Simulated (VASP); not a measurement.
**ZnCu2SnS4: U from linear response**

What U does ZnCu2SnS4 call for? The start is a cell from a database of measured crystal structures.

Calculated with VASP 6.6.1; PBE, spin-polarised from an antiferromagnetic start; plane waves and PAW (Cu, Cu, Sn_d, Zn, S), in the first sound run; inputs show where later runs differ.

### Step 1. The structure

The structure is tetragonal, space group I-4 (No. 82). Conventional cell: a = 5.434 Å, b = 5.434 Å, c = 10.850 Å, α = 90.00°, β = 90.00°, γ = 90.00°. Nearest to Cu lie 4 S at 2.33 Å. Sn has 4 S at 2.41 Å nearest. Zn has 4 S at 2.33 Å nearest. Nearest to S lie 1 Zn at 2.33 Å and 2 Cu at 2.33 Å and 1 Sn at 2.41 Å. Farther neighbours and most contacts between anions are not listed.

As a file:

```cif
data_structure
_symmetry_space_group_name_H-M 'I-4'
_symmetry_Int_Tables_number 82
_cell_length_a 5.4342
_cell_length_b 5.4342
_cell_length_c 10.8496
_cell_angle_alpha 90.000
_cell_angle_beta 90.000
_cell_angle_gamma 90.000
_cell_volume 320.39
loop_
_atom_site_label
_atom_site_type_symbol
_atom_site_symmetry_multiplicity
_atom_site_Wyckoff_symbol
_atom_site_fract_x
_atom_site_fract_y
_atom_site_fract_z
_atom_site_occupancy
Cu1 Cu 2 c 0.00000 0.50000 0.25000 1
Cu2 Cu 2 a 0.00000 0.00000 0.00000 1
Sn1 Sn 2 b 0.50000 0.50000 0.00000 1
Zn1 Zn 2 d 0.50000 0.00000 0.25000 1
S1 S 8 g 0.25660 0.25620 0.37179 1
```

### Step 2. Ground state

The shifted atom is typed as a species of its own, and density and orbitals are saved as the common start.

File INCAR:

```
SYSTEM = ZnCu2SnS4
PREC = Normal
ENCUT = 360
EDIFF = 1E-06
NELM = 150
ISMEAR = 0
SIGMA = 0.05
LREAL = .FALSE.
ALGO = Normal
GGA = PE
NBANDS = 45
ISPIN = 2
MAGMOM = 0.6 -0.6 0 0 0 0 0 0
LASPH = .TRUE.
LMAXMIX = 4
LORBIT = 11
LWAVE = .TRUE.
LCHARG = .TRUE.
KPAR = 2
AMIX = 0.2
BMIX = 1E-04
AMIX_MAG = 0.8
BMIX_MAG = 1E-04
```

File POSCAR:

```
ZnCu2SnS4
1.0
   -2.7171000000      2.7171000000      5.4248000000
    2.7171000000     -2.7171000000      5.4248000000
    2.7171000000      2.7171000000     -5.4248000000
Cu Cu Sn Zn S
1 1 1 1 4
Direct
    0.7500000000      0.2500000000      0.5000000000
    0.0000000000      0.0000000000      0.0000000000
    0.5000000000      0.5000000000      0.0000000000
    0.2500000000      0.7500000000      0.5000000000
    0.6279900000      0.6283900000      0.5128000000
    0.8848100000      0.3720100000      0.0004000000
    0.1155900000      0.1151900000      0.4872000000
    0.3716100000      0.8844100000      0.9996000000
```

File KPOINTS:

```
Automatic mesh
0
Gamma
4 4 4
0 0 0
```

The projector-augmented-wave data sets are Cu, Cu, Sn_d, Zn and S (PBE family, release 64).

On the command line:

```bash
mpirun -np 2 vasp_std
```

The log of the run:

```text
[banner, memory and clock lines left out]
running    2 mpi-ranks, on    1 nodes
 distrk:  each k-point on    1 cores,    2 groups
 distr:  one band on    1 cores,    1 groups

 POSCAR found type information on POSCAR CuCuSnZnS
 POSCAR found :  5 types and       8 ions
 LDA part: xc-table for (Slater+PW92), standard interpolation
 POSCAR, INCAR and KPOINTS ok, starting setup
 FFT: planning ... GRIDC
 FFT: planning ... GRID_SOFT
 FFT: planning ... GRID
 WAVECAR not read
 entering main loop
       N       E                     dE             d eps       ncg     rms          rms(c)
DAV:   1     0.647789489517E+03    0.64779E+03   -0.25745E+04  2520   0.158E+03
DAV:   2     0.737651893336E+02   -0.57402E+03   -0.55500E+03  2530   0.436E+02
DAV:   3    -0.273247491970E+02   -0.10109E+03   -0.99002E+02  3206   0.186E+02
DAV:   4    -0.344501613967E+02   -0.71254E+01   -0.70525E+01  3334   0.508E+01
DAV:   5    -0.347845551925E+02   -0.33439E+00   -0.33394E+00  3814   0.115E+01    0.177E+01
DAV:   6    -0.329993091804E+02    0.17852E+01   -0.12802E+01  4112   0.518E+01    0.120E+01
DAV:   7    -0.326201403431E+02    0.37917E+00   -0.26403E+00  4344   0.244E+01    0.993E+00
DAV:   8    -0.325513028656E+02    0.68837E-01   -0.96638E-01  4624   0.109E+01    0.645E+00
DAV:   9    -0.325564093498E+02   -0.51065E-02   -0.77602E-01  3728   0.152E+01    0.176E+00
DAV:  10    -0.325191056369E+02    0.37304E-01   -0.11190E-01  3832   0.667E+00    0.700E-01
DAV:  11    -0.325152526743E+02    0.38530E-02   -0.43804E-02  4096   0.258E+00    0.240E-01
DAV:  12    -0.325154413361E+02   -0.18866E-03   -0.55831E-03  3232   0.565E-01    0.155E-01
DAV:  13    -0.325155126205E+02   -0.71284E-04   -0.70104E-04  3707   0.190E-01    0.887E-02
DAV:  14    -0.325155828731E+02   -0.70253E-04   -0.10247E-04  3776   0.982E-02    0.477E-02
DAV:  15    -0.325156071464E+02   -0.24273E-04   -0.30323E-05  3422   0.562E-02    0.277E-02
DAV:  16    -0.325156088099E+02   -0.16636E-05   -0.14045E-05  3984   0.533E-02    0.156E-02
DAV:  17    -0.325156085057E+02    0.30422E-06   -0.39519E-06  2352   0.355E-02
   1 F= -.32515609E+02 E0= -.32515608E+02  d E =-.447719E-07  mag=    -0.0000
 writing wavefunctions
```

It took 30 s on 2 MPI ranks of Intel Xeon 6975P-C (Granite Rapids), shared host; peak memory 0.53 GiB.

The logs omit lines about the potential files and the build; timing stands in the text.

Parts of OUTCAR (step 2):

```text
ion  position               nearest neighbor table
   1  0.750  0.250  0.500-   6 2.33   7 2.33   8 2.33   5 2.33
   2  0.000  0.000  0.000-   8 2.33   5 2.33   7 2.33   6 2.33
   3  0.500  0.500  0.000-   5 2.41   6 2.41   7 2.41   8 2.41
   4  0.250  0.750  0.500-   5 2.33   6 2.33   7 2.33   8 2.33
   5  0.628  0.628  0.513-   4 2.33   2 2.33   1 2.33   3 2.41
   6  0.885  0.372  0.000-   4 2.33   2 2.33   1 2.33   3 2.41
   7  0.116  0.115  0.487-   4 2.33   2 2.33   1 2.33   3 2.41
   8  0.372  0.884  1.000-   4 2.33   2 2.33   1 2.33   3 2.41

  LATTYP: Found a body centered tetragonal cell.
 ALAT       =     5.4342000000
 C/A-ratio  =     1.9965404291

 Subroutine GETGRP returns: Found  4 space group operations
 (whereof  4 operations were pure point group operations)

The static configuration has the point symmetry S_4 .

 Found     14 irreducible k-points:

   k-points           NKPTS =     14   k-points in BZ     NKDIM =     14   number of bands    NBANDS=     45

   dimension x,y,z NGX =    32 NGY =   32 NGZ =   32
   dimension x,y,z NGXF=    64 NGYF=   64 NGZF=   64

   ENCUT  =  360.0 eV  26.46 Ry    5.14 a.u.  10.28 10.28 10.28*2*pi/ulx,y,z

   NELECT =      72.0000    total number of electrons

 k-points in reciprocal lattice and weights: Automatic mesh
   0.00000000  0.00000000  0.00000000       0.016
   0.25000000 -0.00000000  0.00000000       0.125
   0.50000000 -0.00000000  0.00000000       0.062
   0.25000000  0.25000000  0.00000000       0.125
   0.50000000  0.25000000  0.00000000       0.125
   0.50000000 -0.25000000 -0.25000000       0.125
  -0.25000000  0.25000000  0.00000000       0.062
   0.50000000  0.50000000  0.00000000       0.031
   0.25000000  0.25000000  0.25000000       0.031
[...]
-0.25000000 -0.25000000  0.25000000       0.031
   0.50000000  0.50000000  0.50000000       0.016

 average (electrostatic) potential at core
       1 -65.4431       2 -65.4718       3-102.9491       4 -34.5847       5 -87.1365
       6 -87.1365       7 -87.1365       8 -87.1365

 E-fermi :   5.0299

 spin component 1
 k-point     1 :       0.0000    0.0000    0.0000
  band No.  band energies     occupation
    ...
     32       3.3652      1.00000
     33       3.5171      1.00000
     34       4.7909      1.00000
     35       4.7909      1.00000
     36       4.8726      1.00000
     37       5.1871      0.00000
     38       6.9181      0.00000
     39       7.7833      0.00000
     40       8.6834      0.00000
     41       8.6835      0.00000
    ...

 k-point     2 :       0.2500   -0.0000    0.0000
  band No.  band energies     occupation
    ...
     32       3.5203      1.00000
     33       3.6254      1.00000
     34       4.0449      1.00000
     35       4.3748      1.00000
     36       4.6678      1.00000
     37       6.2135      0.00000
     38       7.7803      0.00000
     39       7.9250      0.00000
     40       8.3263      0.00000
     41       8.6043      0.00000
    ...

 k-point     3 :       0.5000   -0.0000    0.0000
  band No.  band energies     occupation
    ...
     32       3.6549      1.00000
     33       3.7702      1.00000
     34       3.8329      1.00000
     35       3.8935      1.00000
     36       4.4003      1.00000
     37       6.6474      0.00000
     38       8.0745      0.00000
     39       8.1923      0.00000
     40       9.1366      0.00000
     41       9.2137      0.00000
    ...

 k-point     4 :       0.2500    0.2500    0.0000
  band No.  band energies     occupation
    ...
     32       3.5790      1.00000
     33       3.6826      1.00000
     34       3.9089      1.00000
     35       4.4866      1.00000
     36       4.5022      1.00000
     37       6.0908      0.00000
     38       7.6178      0.00000
     39       7.9286      0.00000
     40       8.0997      0.00000
     41       8.8871      0.00000
    ...

 k-point     5 :       0.5000    0.2500    0.0000
  band No.  band energies     occupation
    ...
     32       3.6484      1.00000
     33       3.7969      1.00000
     34       4.0369      1.00000
     35       4.2376      1.00000
     36       4.3261      1.00000
     37       6.2633      0.00000
     38       7.8008      0.00000
     39       8.2792      0.00000
     40       8.6928      0.00000
     41       9.1557      0.00000
    ...

 k-point     6 :       0.5000   -0.2500   -0.2500
  band No.  band energies     occupation
    ...
     32       3.7095      1.00000
     33       3.8866      1.00000
     34       3.9609      1.00000
     35       4.2206      1.00000
     36       4.3205      1.00000
     37       6.2480      0.00000
     38       7.8106      0.00000
     39       8.2475      0.00000
     40       8.7218      0.00000
     41       9.2455      0.00000
    ...

  Total        2.0044939      2.0044939      1.8882736      0.0000009      0.0000000      0.0000000
  in kB       20.0475056     20.0475056     18.8851542      0.0000092      0.0000000      0.0000000
  external PRESSURE =      19.6600552 kB  Pullay stress =       0.0000000 kB

  energy-cutoff  :      360.00
  volume of cell :      160.20
      direct lattice vectors                 reciprocal lattice vectors
    -2.717100000  2.717100000  5.424800000     0.000000000  0.184019727  0.092169297
     2.717100000 -2.717100000  5.424800000     0.184019727  0.000000000  0.092169297
     2.717100000  2.717100000 -5.424800000     0.184019727  0.184019727  0.000000000

 POSITION                                       TOTAL-FORCE (eV/Angst)
 -----------------------------------------------------------------------------------
      0.00000      2.71710      2.71240        -0.000000      0.000000      0.000000
      0.00000      0.00000      0.00000        -0.000000     -0.000000      0.000000
      0.00000      0.00000      5.42480        -0.000000     -0.000000     -0.000000
      2.71710      0.00000      2.71240        -0.000000     -0.000000     -0.000000
      1.39442      1.39224      4.03377         0.138268      0.526270     -0.183404
     -1.39224      1.39442      6.81583        -0.526270      0.138268      0.183404
      1.32268      1.32486     -1.39103        -0.138268     -0.526270     -0.183404
      4.10934      1.32268      1.39103         0.526270     -0.138268      0.183404
 -----------------------------------------------------------------------------------
    total drift:                                0.000390      0.000388      0.000316

  FREE ENERGIE OF THE ION-ELECTRON SYSTEM (eV)
  ---------------------------------------------------
  free  energy   TOTEN  =       -32.5156085057 eV

  energy  without entropy=      -32.5156084609  energy(sigma->0) =      -32.51560848

 total charge
# of ion       s       p       d       tot
------------------------------------------
    1        0.353   0.344   9.268   9.964
    2        0.354   0.344   9.266   9.964
    3        1.100   1.131  10.116  12.346
    4        0.531   0.483   9.796  10.810
    5        1.327   2.389   0.000   3.716
    6        1.327   2.389   0.000   3.716
    7        1.327   2.389   0.000   3.716
    8        1.327   2.389   0.000   3.716
--------------------------------------------------
tot          7.644  11.856  38.446  57.947

 magnetization (x)
# of ion       s       p       d       tot
------------------------------------------
    1       -0.000  -0.000  -0.000  -0.000
    2        0.000   0.000   0.000   0.000
    3        0.000   0.000  -0.000   0.000
    4        0.000   0.000  -0.000   0.000
    5       -0.000  -0.000   0.000  -0.000
    6       -0.000  -0.000   0.000  -0.000
    7       -0.000  -0.000   0.000  -0.000
    8       -0.000  -0.000   0.000  -0.000
--------------------------------------------------
tot          0.000  -0.000  -0.000  -0.000

[... 6 further parts left out ...]
```

The gap is read on the k-mesh alone, so it is an upper bound where the band edges lie off the mesh.

Numbers from this step:

| Property | Result |
| --- | --- |
| electronic cycles | 17 |
| electrons | 72 |
| free energy (TOTEN) | -32.52 eV |
| Fermi energy | 5.030 eV |
| labelled metallic, from the levels on this mesh | no |
| gap on the k-mesh | 0.3145 eV |
| least direct gap on the k-mesh | 0.3145 eV |

The spin moment in the PAW sphere vanishes on all atoms.

Force by atom:

| atom | x (eV/Å) | y (eV/Å) | z (eV/Å) | size |
| --- | --- | --- | --- | --- |
| Cu1 | 0.000 | 0.000 | 0.000 | 0.000 |
| Cu2 | 0.000 | 0.000 | 0.000 | 0.000 |
| Sn3 | 0.000 | 0.000 | 0.000 | 0.000 |
| Zn4 | 0.000 | 0.000 | 0.000 | 0.000 |
| S5 | 0.138 | 0.526 | -0.183 | 0.574 |
| S6 | -0.526 | 0.138 | 0.183 | 0.574 |
| S7 | -0.138 | -0.526 | -0.183 | 0.574 |
| S8 | 0.526 | -0.138 | 0.183 | 0.574 |

The moments of the start collapsed, so the response belongs to a non-magnetic state; other starts were not tried.

### Step 3. Shifted potential, frozen density, alpha -0.2

This step: PBE, with a shift of one shell's potential, spin-polarised from an antiferromagnetic start; plane waves and PAW (Cu, Cu, Sn_d, Zn, S) (VASP 6.6.1).

With the density held, the shell's charge shows the bare response.

Edit INCAR of step 2 so:

```diff
@@ -16,4 +16,4 @@
 LORBIT = 11
-LWAVE = .TRUE.
-LCHARG = .TRUE.
+LWAVE = .FALSE.
+LCHARG = .FALSE.
 KPAR = 2
@@ -23 +23,7 @@
 BMIX_MAG = 1E-04
+LDAU = .TRUE.
+LDAUTYPE = 3
+LDAUL = 2 -1 -1 -1 -1
+LDAUU = -0.2 0 0 0 0
+LDAUJ = -0.2 0 0 0 0
+ICHARG = 11
```

POSCAR is that of step 2.

KPOINTS is that of step 2.

The WAVECAR or CHGCAR of an earlier step is read.

On the command line:

```bash
mpirun -np 2 vasp_std
```

The log of the run:

```text
[banner, memory and clock lines left out]
running    2 mpi-ranks, on    1 nodes
 distrk:  each k-point on    1 cores,    2 groups
 distr:  one band on    1 cores,    1 groups

 POSCAR found type information on POSCAR CuCuSnZnS
 POSCAR found :  5 types and       8 ions
 LDA part: xc-table for (Slater+PW92), standard interpolation
 found WAVECAR, reading the header
 WARNING: stress and forces are not correct
 POSCAR, INCAR and KPOINTS ok, starting setup
 FFT: planning ... GRIDC
 FFT: planning ... GRID_SOFT
 FFT: planning ... GRID
 reading WAVECAR
 the WAVECAR file was read successfully
 charge density read from file: CHGCAR, ZnCu2SnS4
magnetization read from file: component  1
 entering main loop
       N       E                     dE             d eps       ncg     rms          rms(c)
DAV:   1    -0.306611757007E+02   -0.30661E+02   -0.14302E-02  4236   0.354E+00
DAV:   2    -0.306616355921E+02   -0.45989E-03   -0.45989E-03  2776   0.289E-01
DAV:   3    -0.306616417641E+02   -0.61721E-05   -0.61724E-05  3656   0.420E-02
DAV:   4    -0.306616418297E+02   -0.65545E-07   -0.65343E-07  1770   0.467E-03
   1 F= -.30661642E+02 E0= -.30661641E+02  d E =-.887176E-06  mag=    -0.0000
```

Run time: 8.2 s. Hardware: 2 MPI ranks; peak memory 0.49 GiB; 15 s of CPU time.

OUTCAR, selected parts (step 3):

```text
The static configuration has the point symmetry S_4 .

 Found     14 irreducible k-points:

   NELECT =      72.0000    total number of electrons

 E-fermi :   5.0569

 spin component 1
 k-point     1 :       0.0000    0.0000    0.0000
  band No.  band energies     occupation
    ...
     32       3.4510      1.00000
     33       3.5890      1.00000
     34       4.8449      1.00000
     35       4.8449      1.00000
     36       4.9256      0.99990
     37       5.1883      0.00010
     38       6.9288      0.00000
     39       7.7909      0.00000
     40       8.6863      0.00000
     41       8.6863      0.00000
    ...

 k-point     2 :       0.2500   -0.0000    0.0000
  band No.  band energies     occupation
    ...
     32       3.6208      1.00000
     33       3.6764      1.00000
     34       4.1254      1.00000
     35       4.4376      1.00000
     36       4.7252      1.00000
     37       6.2189      0.00000
     38       7.7870      0.00000
     39       7.9305      0.00000
     40       8.3297      0.00000
     41       8.6085      0.00000
    ...

 k-point     3 :       0.5000   -0.0000    0.0000
  band No.  band energies     occupation
    ...
     32       3.6948      1.00000
     33       3.8751      1.00000
     34       3.9116      1.00000
     35       3.9838      1.00000
     36       4.4655      1.00000
     37       6.6532      0.00000
     38       8.0765      0.00000
     39       8.1971      0.00000
     40       9.1396      0.00000
     41       9.2152      0.00000
    ...

 k-point     4 :       0.2500    0.2500    0.0000
  band No.  band energies     occupation
    ...
     32       3.6622      1.00000
     33       3.7390      1.00000
     34       3.9992      1.00000
     35       4.5474      1.00000
     36       4.5630      1.00000
     37       6.0957      0.00000
     38       7.6240      0.00000
     39       7.9336      0.00000
     40       8.1034      0.00000
     41       8.8894      0.00000
    ...

  Total       -1.8888273     -1.8888273     -1.9832968      0.0000010      0.0000000     -0.0000000
  in kB      -18.8906916    -18.8906916    -19.8355076      0.0000101      0.0000000     -0.0000000
  external PRESSURE =     -19.2056303 kB  Pullay stress =       0.0000000 kB

 POSITION                                       TOTAL-FORCE (eV/Angst)
 -----------------------------------------------------------------------------------
      0.00000      2.71710      2.71240        -0.000000     -0.000000     -0.000000
      0.00000      0.00000      0.00000        -0.000000     -0.000000     -0.000000
      0.00000      0.00000      5.42480        -0.000000     -0.000000     -0.000000
      2.71710      0.00000      2.71240        -0.000000     -0.000000      0.000000
      1.39442      1.39224      4.03377         0.129842      0.544766     -0.203429
     -1.39224      1.39442      6.81583        -0.544766      0.129842      0.203429
      1.32268      1.32486     -1.39103        -0.129842     -0.544766     -0.203429
      4.10934      1.32268      1.39103         0.544766     -0.129842      0.203429
 -----------------------------------------------------------------------------------
    total drift:                                0.000389      0.000387      0.000316

  FREE ENERGIE OF THE ION-ELECTRON SYSTEM (eV)
  ---------------------------------------------------
  free  energy   TOTEN  =       -30.6616418297 eV

  energy  without entropy=      -30.6616409425  energy(sigma->0) =      -30.66164139

 total charge
# of ion       s       p       d       tot
------------------------------------------
    1        0.353   0.344   9.231   9.928
    2        0.354   0.344   9.268   9.966
    3        1.102   1.132  10.116  12.351
    4        0.532   0.483   9.797  10.811
    5        1.327   2.389   0.000   3.716
    6        1.327   2.389   0.000   3.716
    7        1.327   2.389   0.000   3.716
    8        1.327   2.389   0.000   3.716
--------------------------------------------------
tot          7.649  11.860  38.411  57.920

 magnetization (x)
# of ion       s       p       d       tot
------------------------------------------
    1        0.000   0.000   0.000   0.000
    2       -0.000  -0.000  -0.000  -0.000
    3        0.000   0.000  -0.000   0.000
    4        0.000   0.000  -0.000   0.000
    5       -0.000  -0.000   0.000  -0.000
    6       -0.000  -0.000   0.000  -0.000
    7       -0.000  -0.000   0.000  -0.000
    8       -0.000  -0.000   0.000  -0.000
--------------------------------------------------
tot         -0.000  -0.000  -0.000  -0.000

[... 8 parts as in an earlier step ...]

[... 6 further parts left out ...]
```

This step gave:

| Property | Result |
| --- | --- |
| electronic cycles | 4 |
| free energy (TOTEN) | -30.66 eV |
| Fermi energy | 5.057 eV |
| gap on the k-mesh | 0.2627 eV |
| least direct gap on the k-mesh | 0.2627 eV |

Energy at zero smearing: -30.66164 eV.

[end of part 1 of 3]

[Lines on the potential files, build, host, timing and source positions are cut from VASP's logs without a mark.]

[Logs are printed without paths, hosts, clocks, repeated set-up lines and the standing remarks that a program may print on its own settings, such as how far it seeks lower states.]

[Hosts, paths, dates, database ids (printed as entryN), source tags and the programs' standing remarks are cut or masked in the printed files.]

[In band tables of VASP the shares of atoms and orbitals are scaled to a sum of 1 inside the atoms' spheres.]

[Runs that stopped without an error message from VASP are left out.]
